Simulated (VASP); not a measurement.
Here is the system:

```xyz
3
Lattice="0.0000 2.6993 2.7533 2.7533 0.0000 2.7533 2.7533 2.6993 0.0000" Properties=species:S:1:pos:R:3 pbc="T T T"
Cd     0.0000     0.0000     0.0000
F      1.3766     1.3496     1.3766
F      4.1299     4.0489     4.1299
```

Method: PBEsol GGA, VASP's PBE PAW potentials (set 64) (plane waves; VASP). Numerical set-up: 600 eV cut-off, 6×6×6 Γ-centred mesh, Gaussian smearing of 0.050 eV, potentials Cd F.

Question: Estimate the energy per atom (σ→0), pressure.

Answer: 
- energy per atom (σ→0) = -3.859 eV/atom
- pressure = -4.18 GPa

Only differences to runs with the same potentials and settings are physical.

The compound is CdF2 in the fluorite structure. This cell was strained or had an atom moved on purpose.
